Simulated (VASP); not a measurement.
Crystal: HfGe.

```
Hf Ge
1.0
     3.21967    0.00000    0.00000
     0.00000    3.21967    0.00000
     0.00000    0.00000    4.10843
Hf Ge
1 1
Direct
  0.50000 0.50000 0.00000
  0.00000 0.00000 0.00000
```

The cell was built by a generator and needn't be a form met in nature.

- Program: VASP 6.6.1
- Task: relaxation of cell and atoms
- Functional: PBE
- Potentials or basis: VASP PAW PBE potentials, release 64 (Hf, Ge)
- Cutoff: 900 eV
- k mesh: 8 × 8 × 7
- Occupations: fermi-dirac, width 0.05 eV
- Spin: no spin polarisation

At the start: pressure 61.8 GPa; volume 21.29 Å³/atom.

**Question.** Where does the relaxation end?

**Answer.** Over 20 steps the energy falls by 1996.1 meV/atom and the volume is 22.29 Å³/atom (+4.7 %); space group P4/mmm (No. 123, to 0.05 Å).

Step by step:
| step | energy change (eV) | largest force (eV/Å) | pressure (GPa) | volume (Å³) |
| --- | --- | --- | --- | --- |
| 1 | 0.0000 | 0.0000 | 61.83 | 42.59 |
| 2 | 1.1810 | 0.0000 | -10.95 | 107.87 |
| 3 | -0.5634 | 0.0000 | -13.75 | 88.62 |
| 4 | -1.9978 | 0.0000 | -14.14 | 74.93 |
| 5 | -3.2191 | 0.0000 | -2.36 | 57.65 |
| 6 | -3.2190 | 0.0000 | -1.80 | 57.33 |
| 7 | -3.3359 | 0.0000 | -1.87 | 54.90 |
| 8 | -3.8349 | 0.0000 | -0.56 | 47.52 |
| 9 | -1.1531 | 0.0000 | 47.97 | 32.30 |
| 10 | -3.9325 | 0.0000 | 0.60 | 45.69 |
| 11 | -3.9702 | 0.0000 | 3.93 | 42.69 |
| 12 | -3.9797 | 0.0000 | 2.55 | 43.71 |
| 13 | -3.8855 | 0.0000 | -4.24 | 45.88 |
| 14 | -3.9914 | 0.0000 | 0.52 | 44.24 |
| 15 | -3.9914 | 0.0000 | 0.55 | 44.23 |
| 16 | -3.9918 | 0.0000 | -0.27 | 44.79 |
| 17 | -3.9921 | 0.0000 | 0.05 | 44.55 |
| 18 | -3.9921 | 0.0000 | 0.06 | 44.56 |
| 19 | -3.9921 | 0.0000 | -0.11 | 44.61 |
| 20 | -3.9921 | 0.0000 | -0.01 | 44.57 |

Final structure:
```cif
data_structure
_symmetry_space_group_name_H-M 'P 1'
_symmetry_Int_Tables_number 1
_cell_length_a 3.8179
_cell_length_b 3.8179
_cell_length_c 3.0581
_cell_angle_alpha 90.000
_cell_angle_beta 90.000
_cell_angle_gamma 90.000
_cell_volume 44.57
loop_
_atom_site_label
_atom_site_type_symbol
_atom_site_fract_x
_atom_site_fract_y
_atom_site_fract_z
_atom_site_occupancy
Hf1 Hf 0.50000 0.50000 0.00000 1
Ge1 Ge 0.00000 0.00000 0.00000 1
```
